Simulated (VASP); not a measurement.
VASP runs on MnSe₂ (space group R-3m) share one base input (PBE GGA, plane waves, VASP's PBE PAW potentials (set 64)) and change the settings named in each case.

**INCAR**
```
SYSTEM = MnSe2
PREC = Accurate
ENCUT = 300
EDIFF = 1E-6
NELM = 100
ALGO = Normal
LREAL = .FALSE.
LASPH = .TRUE.
ISMEAR = -1
SIGMA = 0.136
GGA = PE
LMAXMIX = 4
LWAVE = .FALSE.
LCHARG = .FALSE.
ISIF = 2
ISPIN = 2
MAGMOM = 4.0 0.0 0.0
LORBIT = 11
```

File POSCAR:
```
MnSe2
1
    1.8134810000     1.0470140000     5.4979680000
   -1.8134810000     1.0470140000     5.4979680000
    0.0000000000    -2.0940270000     5.4979680000
Mn Se
1 2
Direct
  0.0000000000   0.0000000000   0.0000000000
  0.2520000000   0.2520000000   0.2520000000
  0.7480000000   0.7480000000   0.7480000000
```

File KPOINTS:
```
Regular mesh
0
G
 4 4 4
```

POTCAR, in this order: Mn_pv Se (PBE.64 set). Program: vasp_std.

```json
[
 {"change": "base run", "E(σ→0) (eV/atom)": "-5.7607", "pressure (GPa)": "0.82", "largest force (eV/Å)": "0.141", "moment (μB)": "3.00", "−TS (eV)": "-0.0854"},
 {"change": "GGA removed, POTCAR Mn_pv Se (LDA.64 set)", "E(σ→0) (eV/atom)": "-6.4041", "pressure (GPa)": "-7.04", "largest force (eV/Å)": "0.349", "moment (μB)": "2.84", "−TS (eV)": "-0.1159"},
 {"change": "GGA_COMPAT = .FALSE., ISPIN removed, LNONCOLLINEAR = .TRUE., LSORBIT = .TRUE., MAGMOM = 0.0 0.0 4.0 0.0 0.0 0.0 0.0 0.0 0.0, program vasp_ncl", "E(σ→0) (eV/atom)": "-5.7819", "pressure (GPa)": "0.85", "largest force (eV/Å)": "0.143", "moment (μB)": "-", "−TS (eV)": "-0.0838"},
 {"change": "KPOINTS 2×2×2 Γ-centred mesh", "E(σ→0) (eV/atom)": "-5.5995", "pressure (GPa)": "-0.28", "largest force (eV/Å)": "0.632", "moment (μB)": "2.42", "−TS (eV)": "-0.1568"},
 {"change": "LDAU = .TRUE., LDAUJ = 0 0, LDAUL = 2 -1, LDAUTYPE = 2, LDAUU = 1.0 0", "E(σ→0) (eV/atom)": "-5.5423", "pressure (GPa)": "2.61", "largest force (eV/Å)": "0.325", "moment (μB)": "3.11", "−TS (eV)": "-0.0612"}
]
```
 Energies of different potentials or functionals have different zeros.  At 300 eV the pressure can carry a Pulay error.

Left out are runs that ran out of time, are held back, or changed the cell or the kind of run, fixed moments of cells without a moment, rows past the twelfth, gaps on odd meshes, pressures of charged cells and columns that move by less than the noise.

The structure was generated: MnSe2 was put into an ordered model structure, which need not be its known phase. The cell was not relaxed at this level, forces remain on its atoms.
